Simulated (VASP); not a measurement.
Method: r2SCAN meta-GGA, VASP's PBE PAW potentials (set 64) (plane waves; VASP).

A VASP calculation is set up with these files.

File KPOINTS:
```
Automatic mesh
0
Gamma
7 4 3
0 0 0
```

**INCAR**
```
SYSTEM = TiO2
PREC = Accurate
ENCUT = 520
EDIFF = 1E-6
NELM = 100
ALGO = Normal
LREAL = .FALSE.
LASPH = .TRUE.
ISMEAR = 0
SIGMA = 0.05
METAGGA = R2SCAN
LMIXTAU = .TRUE.
LMAXMIX = 4
LWAVE = .FALSE.
LCHARG = .FALSE.
IBRION = 2
ISIF = 3
NSW = 60
EDIFFG = -0.02
```

File POSCAR:
```
TiO2
1.0
  2.9674631012  -0.0001354880   0.0000813942
 -0.0000103166   4.7099693688  -0.0012959382
  1.4833550725   0.2404612471   7.0828332656
Ti O
3 6
Direct
  0.6617297315   0.5203812151   0.6845036945
  0.3447226216   0.4804260898   0.3169794252
  0.0033869116   0.0004067666   0.0006955314
  0.5679752446   0.8153197902   0.8727319858
  0.2293643243   0.7030587268   0.5494846532
  0.9064351223   0.6918687629   0.1952878136
  0.1011933318   0.3089021246   0.8061094473
  0.7779576801   0.2976431928   0.4519173926
  0.4399350323   0.1853933310   0.1285900562
```

POTCAR, in this order: Ti_sv O (PBE.64 set). Program: vasp_std.

The resulting files:

### OSZICAR
```
       N       E                     dE             d eps       ncg     rms          rms(c)
DAV:   1     0.108944013636E+04    0.10894E+04   -0.37344E+04  3698   0.201E+03
DAV:   2     0.706831480972E+02   -0.10188E+04   -0.99082E+03  3803   0.611E+02
DAV:   3    -0.137792576774E+03   -0.20848E+03   -0.20282E+03  5219   0.242E+02
DAV:   4    -0.151620954730E+03   -0.13828E+02   -0.13810E+02  5729   0.664E+01
DAV:   5    -0.152238680196E+03   -0.61773E+00   -0.61758E+00  5561   0.112E+01    0.400E+01
DAV:   6    -0.113313314629E+03    0.38925E+02   -0.13131E+02  4834   0.104E+02    0.132E+01
DAV:   7    -0.103813340961E+03    0.95000E+01   -0.11269E+01  4764   0.192E+01    0.617E+00
DAV:   8    -0.106395587790E+03   -0.25822E+01   -0.27193E+00  4544   0.115E+01    0.317E+00
DAV:   9    -0.102732801115E+03    0.36628E+01   -0.17233E+00  3998   0.958E+00    0.810E-01
DAV:  10    -0.104390016978E+03   -0.16572E+01   -0.90024E-01  4174   0.701E+00    0.534E-01
DAV:  11    -0.104271590521E+03    0.11843E+00   -0.11621E-01  4768   0.271E+00    0.345E-01
DAV:  12    -0.104358475683E+03   -0.86885E-01   -0.61538E-02  4147   0.194E+00    0.148E-01
DAV:  13    -0.104365201729E+03   -0.67260E-02   -0.65542E-03  4380   0.722E-01    0.519E-02
DAV:  14    -0.104365647974E+03   -0.44625E-03   -0.76309E-04  4637   0.212E-01    0.423E-02
DAV:  15    -0.104365579745E+03    0.68230E-04   -0.70323E-04  4098   0.201E-01    0.204E-02
DAV:  16    -0.104366099842E+03   -0.52010E-03   -0.14131E-04  4285   0.989E-02    0.125E-02
DAV:  17    -0.104366110444E+03   -0.10603E-04   -0.20392E-05  4884   0.350E-02    0.779E-03
DAV:  18    -0.104366192151E+03   -0.81706E-04   -0.47821E-05  3990   0.562E-02    0.302E-03
DAV:  19    -0.104366193720E+03   -0.15694E-05   -0.58648E-06  3850   0.162E-02    0.250E-03
DAV:  20    -0.104366195204E+03   -0.14837E-05   -0.12394E-06  2343   0.890E-03    0.137E-03
DAV:  21    -0.104366194393E+03    0.81082E-06   -0.47871E-07  2264   0.530E-03
   1 F= -.10436619E+03 E0= -.10436619E+03  d E =-.104366E+03
       N       E                     dE             d eps       ncg     rms          rms(c)
DAV:   1    -0.104365588307E+03    0.60690E-03   -0.14587E-01  3830   0.348E+00    0.114E-01
DAV:   2    -0.104366313411E+03   -0.72510E-03   -0.10640E-02  4424   0.698E-01    0.800E-02
DAV:   3    -0.104366379524E+03   -0.66113E-04   -0.92124E-04  4998   0.239E-01    0.476E-02
DAV:   4    -0.104366368609E+03    0.10914E-04   -0.14119E-04  4689   0.934E-02    0.151E-02
DAV:   5    -0.104366386295E+03   -0.17686E-04   -0.31777E-05  4977   0.553E-02    0.647E-03
DAV:   6    -0.104366386329E+03   -0.34401E-07   -0.75182E-06  4444   0.224E-02
   2 F= -.10436639E+03 E0= -.10436639E+03  d E =-.191936E-03
       N       E                     dE             d eps       ncg     rms          rms(c)
DAV:   1    -0.104366353030E+03    0.33265E-04   -0.11878E-02  3863   0.995E-01    0.323E-02
DAV:   2    -0.104366420632E+03   -0.67602E-04   -0.86413E-04  4376   0.198E-01    0.229E-02
DAV:   3    -0.104366424299E+03   -0.36672E-05   -0.72997E-05  5057   0.658E-02    0.136E-02
DAV:   4    -0.104366422863E+03    0.14364E-05   -0.11476E-05  4704   0.265E-02    0.457E-03
DAV:   5    -0.104366423926E+03   -0.10631E-05   -0.21425E-06  3188   0.155E-02    0.191E-03
DAV:   6    -0.104366424036E+03   -0.10987E-06   -0.94134E-07  2143   0.796E-03
   3 F= -.10436642E+03 E0= -.10436642E+03  d E =-.229643E-03
       N       E                     dE             d eps       ncg     rms          rms(c)
DAV:   1    -0.104366416855E+03    0.70713E-05   -0.54444E-02  3780   0.224E+00    0.146E-01
DAV:   2    -0.104366492004E+03   -0.75149E-04   -0.45283E-03  4618   0.465E-01    0.869E-02
DAV:   3    -0.104366435634E+03    0.56370E-04   -0.60483E-04  5144   0.191E-01    0.223E-02
DAV:   4    -0.104366443408E+03   -0.77733E-05   -0.12055E-04  4889   0.917E-02    0.135E-02
DAV:   5    -0.104366459501E+03   -0.16094E-04   -0.49131E-05  5032   0.610E-02    0.766E-03
DAV:   6    -0.104366467967E+03   -0.84660E-05   -0.15080E-05  5273   0.234E-02    0.630E-03
DAV:   7    -0.104366467284E+03    0.68284E-06   -0.15698E-06  2406   0.116E-02
   4 F= -.10436647E+03 E0= -.10436647E+03  d E =-.432486E-04
```

**OUTCAR**
```
------------------------ aborting loop because EDIFF is reached ----------------------------------------
  FORCE on cell =-STRESS in cart. coord.  units (eV):
  Direction    XX          YY          ZZ          XY          YZ          ZX
  --------------------------------------------------------------------------------------
  Total       -0.0716522      0.0179658     -0.0302577      0.0016210     -0.0128055     -0.0004473
  in kB       -1.1586099      0.2905057     -0.4892643      0.0262120     -0.2070634     -0.0072333
  external PRESSURE =      -0.4524562 kB  Pullay stress =       0.0000000 kB
  volume of cell :       99.08
      direct lattice vectors                 reciprocal lattice vectors
     2.970686069 -0.000111741  0.000057623     0.336623945 -0.000019783 -0.070553583
     0.000027279  4.707840963 -0.001189937     0.000008130  0.212409770 -0.007212975
     1.484911344  0.240524696  7.084714009    -0.000002737  0.000035676  0.141148320
 POSITION                                       TOTAL-FORCE (eV/Angst)
 -----------------------------------------------------------------------------------
      2.98240      2.61371      4.84835         0.001142     -0.004243     -0.013626
      1.49538      2.33849      2.24534         0.005033      0.004464      0.012330
      0.01125      0.00199      0.00501         0.001173     -0.000422     -0.000905
      2.98276      4.04906      6.18327        -0.002626      0.000600      0.005911
      1.49717      3.43878      3.89242        -0.000604      0.001925      0.008619
      2.98263      3.30378      1.38387        -0.000572      0.015279     -0.009900
      1.49737      1.64833      5.70958        -0.002010     -0.014950      0.009517
      2.98233      1.51329      3.20102         0.000388     -0.002004     -0.007888
      1.49770      0.90311      0.91009        -0.001925     -0.000649     -0.004058
 -----------------------------------------------------------------------------------
    total drift:                                0.001274      0.003352     -0.000561
  FREE ENERGIE OF THE ION-ELECTRON SYSTEM (eV)
  ---------------------------------------------------
  free  energy   TOTEN  =      -104.3664672845 eV

  energy  without entropy=     -104.3664672845  energy(sigma->0) =     -104.36646728

 reached required accuracy - stopping structural energy minimisation
```
(Selected blocks of OUTCAR.)

### CONTCAR
```
TiO2
   1.00000000000000
     2.9706860691847563   -0.0001117413915467    0.0000576229143231
     0.0000272785386396    4.7078409634710887   -0.0011899369950543
     1.4849113438936170    0.2405246962478993    7.0847140088377305
  Ti              O
     3     6
Direct
     0.6618277461291386    0.5202298548669871    0.6844219052592175
     0.3449161730549262    0.4805354430655987    0.3170053986648549
     0.0034334796711980    0.0003866223303669    0.0007074370633726
     0.5677370716540175    0.8154848398008345    0.8728944651542719
     0.2292917511561191    0.7023664945158032    0.5495273291329471
     0.9063224001054462    0.6917967406359277    0.1954410283275738
     0.1011862190275771    0.3089504512908162    0.8059517667656410
     0.7780513584998290    0.2983725662442303    0.4518642167122507
     0.4399338008017556    0.1852769870494451    0.1284864527198702
```

**OUTCAR**
```
 val. band max:        3.5151835412   @ k =   0.0000  -0.0000   0.3333

 cond. band min:       6.1819529229   @ k =   0.0000   0.0000   0.0000


 Fermi energy:         3.7784370954

 k-point     1 :       0.0000    0.0000    0.0000
  band No.  band energies     occupation
      1     -55.4027      2.00000
      2     -55.2482      2.00000
      3     -55.2140      2.00000
      4     -30.6376      2.00000
      5     -30.6264      2.00000
      6     -30.5644      2.00000
      7     -30.4529      2.00000
      8     -30.4225      2.00000
      9     -30.3799      2.00000
     10     -30.3109      2.00000
     11     -30.2928      2.00000
     12     -30.2391      2.00000
     13     -15.3484      2.00000
     14     -14.4175      2.00000
     15     -14.3208      2.00000
     16     -13.8355      2.00000
     17     -13.7969      2.00000
     18     -13.4638      2.00000
     19      -1.5342      2.00000
     20      -1.3207      2.00000
     21      -0.9436      2.00000
     22      -0.8033      2.00000
     23      -0.2994      2.00000
     24      -0.1661      2.00000
     25       0.1866      2.00000
     26       0.2273      2.00000
     27       0.3285      2.00000
     28       0.8702      2.00000
     29       1.4481      2.00000
     30       1.8393      2.00000
     31       1.8794      2.00000
     32       2.6136      2.00000
     33       3.0467      2.00000
     34       3.1525      2.00000
     35       3.2663      2.00000
     36       3.4896      2.00000
     37       6.1820      0.00000
     38       6.5952      0.00000
     39       6.7463      0.00000
     40       6.8666      0.00000
     41       7.0556      0.00000
     42       7.1018      0.00000
     43       7.3437      0.00000

 k-point     2 :       0.1429    0.0000    0.0000
  band No.  band energies     occupation
      1     -55.3954      2.00000
      2     -55.2393      2.00000
      3     -55.2084      2.00000
      4     -30.6216      2.00000
      5     -30.6084      2.00000
...
```

The structure comes from a computed database's TiO2 entry; how it stands against other phases isn't given here. This run relaxes it. The start is the result of an earlier pass.
